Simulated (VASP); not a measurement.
Output of a VASP run:

**OUTCAR**
```
 ion  position               nearest neighbor table
   1  0.000  0.000  0.000-   2 3.47   2 3.47   2 3.47   2 3.47   2 3.47   2 3.47
   2  0.500  0.500  0.500-   1 3.47   1 3.47   1 3.47   1 3.47   1 3.47   1 3.47
  LATTYP: Found a face centered cubic cell.
 ALAT       =     6.9429085404
 Subroutine PRICEL returns:
 Original cell was already a primitive cell.
 Subroutine GETGRP returns: Found 48 space group operations
The static configuration has the point symmetry O_h .
The dynamic configuration has the point symmetry O_h .
 Subroutine INISYM returns: Found 48 space group operations
 Subroutine IBZKPT returns following result:
 Found     20 irreducible k-points:

 Following reciprocal coordinates:
            Coordinates               Weight
  0.000000  0.000000  0.000000      1.000000
  0.142857  0.000000  0.000000      8.000000
  0.285714  0.000000  0.000000      8.000000
  0.428571  0.000000  0.000000      8.000000
  0.142857  0.142857  0.000000      6.000000
  0.285714  0.142857  0.000000     24.000000
  0.428571  0.142857  0.000000     24.000000
 -0.428571  0.142857  0.000000     24.000000
 -0.285714  0.142857  0.000000     24.000000
 -0.142857  0.142857  0.000000     12.000000
  0.285714  0.285714  0.000000      6.000000
  0.428571  0.285714  0.000000     24.000000
 -0.428571  0.285714  0.000000     24.000000
 -0.285714  0.285714  0.000000     12.000000
  0.428571  0.428571  0.000000      6.000000
 -0.428571  0.428571  0.000000     12.000000
  0.428571  0.285714  0.142857     24.000000
 -0.428571  0.285714  0.142857     48.000000
 -0.428571  0.428571  0.142857     24.000000
 -0.285714  0.428571  0.142857     24.000000
   k-points           NKPTS =     20   k-points in BZ     NKDIM =     20   number of bands    NBANDS=     12
   number of dos      NEDOS =    301   number of ions     NIONS =      2
   total plane-waves  NPLWV =  64000
   dimension x,y,z NGX =    40 NGY =   40 NGZ =   40
   dimension x,y,z NGXF=    80 NGYF=   80 NGZF=   80
   ions per type =               1   1
   PREC   = accura    normal or accurate (medium, high low for compatibility)
   ISTART =      0    job   : 0-new  1-cont  2-samecut
   ICHARG =      2    charge: 1-file 2-atom 10-const
   ISPIN  =      1    spin polarized calculation?
   LNONCOLLINEAR =      F non collinear calculations
   LSORBIT =      F    spin-orbit coupling
   INIWAV =      1    electr: 0-lowe 1-rand  2-diag
   ENCUT  =  520.0 eV  38.22 Ry    6.18 a.u.   9.13  9.13  9.13*2*pi/ulx,y,z
   NELM   =    100;   NELMIN=  2; NELMDL= -5     # of ELM steps
   EDIFF  = 0.1E-06   stopping-criterion for ELM
   LREAL  =      F    real-space projection
   NLSPLINE    = F    spline interpolate recip. space projectors
   LMAXMIX     =    4 max onsite mixed and CHGCAR
   VOSKOWN=      0    Vosko Wilk Nusair interpolation
   EDIFFG = 0.1E-05   stopping-criterion for IOM
   NSW    =      0    number of steps for IOM
   NBLOCK =      1;   KBLOCK =      1    inner block; outer block
   IBRION =     -1    ionic relax: 0-MD 1-quasi-New 2-CG
   NFREE  =      0    steps in history (QN), initial steepest desc. (CG)
   ISIF   =      2    stress and relaxation
   ISYM   =      2    0-nonsym 1-usesym 2-fastsym
   TEIN   =    0.0    initial temperature
   TEBEG  =    0.0;   TEEND  =   0.0 temperature during run
   SMASS  =  -3.00    Nose mass-parameter (am)
   PSTRESS=    0.0 pullay stress
   NELECT =      16.0000    total number of electrons
   EFERMI =   0.00;   METHOD = LEGACY
   ISMEAR =     0;   SIGMA  =   0.05  broadening in eV -4-tet -1-fermi 0-gaus
   IALGO  =     38    algorithm
   LDIAG  =      T    sub-space diagonalisation (order eigenvalues)
   IMIX   =      4    mixing-type and parameters
     AMIX     =   0.40;   BMIX     =  1.00
     AMIX_MAG =   1.60;   BMIX_MAG =  1.00
     AMIN     =   0.10
   METAGGA = R2SCAN    functional components
   VOSKOWN =     0    Vosko Wilk Nusair interpolation
   LHFCALC =     F    Hartree Fock is set to
   LHFONE  =     F    Hartree Fock one center treatment
...
```

**OSZICAR**
```
       N       E                     dE             d eps       ncg     rms          rms(c)
DAV:   1     0.660551320898E+02    0.66055E+02   -0.66882E+03   480   0.115E+03
DAV:   2    -0.299912535848E+02   -0.96046E+02   -0.89216E+02   576   0.268E+02
DAV:   3    -0.364696287506E+02   -0.64784E+01   -0.64409E+01   652   0.606E+01
DAV:   4    -0.368170273470E+02   -0.34740E+00   -0.34691E+00   864   0.127E+01
DAV:   5    -0.368185249973E+02   -0.14977E-02   -0.14976E-02   612   0.975E-01    0.338E+00
DAV:   6    -0.339364459041E+02    0.28821E+01   -0.12016E+00   768   0.118E+01    0.260E+00
DAV:   7    -0.333816133796E+02    0.55483E+00   -0.32012E-01   724   0.569E+00    0.106E+00
DAV:   8    -0.340480324996E+02   -0.66642E+00   -0.34218E-01   516   0.506E+00    0.638E-01
DAV:   9    -0.334176279649E+02    0.63040E+00   -0.21302E-01   480   0.433E+00    0.376E-01
DAV:  10    -0.334216516098E+02   -0.40236E-02   -0.43730E-02   504   0.271E+00    0.407E-01
DAV:  11    -0.334160670171E+02    0.55846E-02   -0.12888E-02   492   0.143E+00    0.156E-01
DAV:  12    -0.334110645087E+02    0.50025E-02   -0.25383E-03   504   0.692E-01    0.864E-02
DAV:  13    -0.334330237849E+02   -0.21959E-01   -0.82693E-03   480   0.103E+00    0.632E-02
DAV:  14    -0.334346488545E+02   -0.16251E-02   -0.10904E-03   572   0.360E-01    0.279E-02
DAV:  15    -0.334342406743E+02    0.40818E-03   -0.36941E-04   524   0.226E-01    0.189E-02
DAV:  16    -0.334344310494E+02   -0.19038E-03   -0.42687E-05   612   0.657E-02    0.172E-02
DAV:  17    -0.334345568958E+02   -0.12585E-03   -0.71329E-05   516   0.117E-01    0.158E-02
DAV:  18    -0.334345819280E+02   -0.25032E-04   -0.44053E-06   584   0.277E-02    0.163E-02
DAV:  19    -0.334346569286E+02   -0.75001E-04   -0.92361E-05   496   0.106E-01    0.474E-03
DAV:  20    -0.334346617109E+02   -0.47823E-05   -0.14130E-05   496   0.532E-02    0.180E-03
DAV:  21    -0.334346651045E+02   -0.33936E-05   -0.26031E-06   504   0.213E-02    0.142E-03
DAV:  22    -0.334346653111E+02   -0.20661E-06   -0.37587E-07   544   0.885E-03    0.520E-04
DAV:  23    -0.334346659731E+02   -0.66193E-06   -0.60943E-07   512   0.107E-02    0.883E-04
DAV:  24    -0.334346660462E+02   -0.73125E-07   -0.11229E-08   412   0.144E-03
   1 F= -.33434666E+02 E0= -.33434666E+02  d E =-.118082E-15
```

File OUTCAR:
```
------------------------ aborting loop because EDIFF is reached ----------------------------------------
  FORCE on cell =-STRESS in cart. coord.  units (eV):
  Direction    XX          YY          ZZ          XY          YZ          ZX
  --------------------------------------------------------------------------------------
  Total        0.2408322      0.2408322      0.2408322      0.0000000      0.0000000      0.0000000
  in kB        4.6116968      4.6116968      4.6116968      0.0000000      0.0000000      0.0000000
  external PRESSURE =       4.6116968 kB  Pullay stress =       0.0000000 kB
  volume of cell :       83.67
      direct lattice vectors                 reciprocal lattice vectors
     0.000000000  3.471454270  3.471454270    -0.144031856  0.144031856  0.144031856
     3.471454270  0.000000000  3.471454270     0.144031856 -0.144031856  0.144031856
     3.471454270  3.471454270  0.000000000     0.144031856  0.144031856 -0.144031856
  FREE ENERGIE OF THE ION-ELECTRON SYSTEM (eV)
  ---------------------------------------------------
  free  energy   TOTEN  =       -33.4346660462 eV

  energy  without entropy=      -33.4346660462  energy(sigma->0) =      -33.43466605
```
(Selected blocks of OUTCAR.)

File POSCAR:
```
KI
1
    0.0000000000     3.4714542702     3.4714542702
    3.4714542702     0.0000000000     3.4714542702
    3.4714542702     3.4714542702     0.0000000000
K I
1 1
Direct
  0.0000000000   0.0000000000   0.0000000000
  0.5000000000   0.5000000000   0.5000000000
```

Question: Write an INCAR and KPOINTS that could have produced this output.

Answer: This is not unique; one that fits is the input of the run itself, r2SCAN+rVV10, plane waves, VASP's PBE PAW potentials (set 64).

### KPOINTS
```
Regular mesh
0
G
 7 7 7
0 0 0
```

INCAR:
```
# general
SYSTEM   = KI
PREC     = Accurate
ENCUT    = 520
LREAL    = F
LASPH    = T

# electronic loop
EDIFF    = 1E-7
NELM     = 100
ALGO     = Normal
LMAXMIX  = 4
LMIXTAU  = T

# smearing
ISMEAR   = 0
SIGMA    = 0.05

# functional
METAGGA  = R2SCAN
LUSE_VDW = T
BPARAM   = 11.95
CPARAM   = 0.0093

# ions
ISIF     = 2

# output
LWAVE    = F
LCHARG   = F
```

POTCAR, in this order: K_sv I (PBE.64 set). Program: vasp_std.

The compound is KI in the rock salt structure. This cell is one point of a volume scan, at 0.97 of the reference volume.
